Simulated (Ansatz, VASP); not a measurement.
# TiP5: VASP beside Ansatz

```xyz
6
Lattice="0.0000 3.5419 3.5419 3.5419 0.0000 3.5419 3.5419 3.5419 0.0000" Properties=species:S:1:pos:R:3 pbc="T T T"
Ti    0.0000    0.0000    0.0000
P     5.3129    5.3129    5.3129
P     4.4218    4.4218    2.6621
P     4.4218    2.6621    4.4218
P     2.6621    4.4218    4.4218
P     2.6621    2.6621    2.6621
```

Change from the starting cell: species swapped into the ZrNi5 type (F-43m, No. 216).

Alike in both runs: task relaxation of cell and atoms; functional PBE; k mesh 10 × 10 × 10; occupations gaussian, width 0.1 eV; no spin polarisation.

```csv
,VASP,Ansatz
version,VASP 6.6.1,Ansatz 0.2.0
potentials or method,"VASP PAW PBE potentials, release 64 (Ti_sv, P)","scalar-relativistic, plane waves, PAW"
plane-wave cutoff (eV),600,420
valence electrons in the cell,37,37
```

```tsv
	VASP	Ansatz	Ansatz less VASP
gap on the k mesh at the Fermi level, each at its own relaxed structure (eV)	none	none	-
relaxed volume (Å³/atom)	14.68	14.70	+0.022
relaxed cell length with the largest relative difference (Å)	4.994	4.996	+0.0025
```

A gap of «none» marks a metal or a gap that the smearing closes.

Caveats: the bands computed are all filled at some k points, so no gap is given.
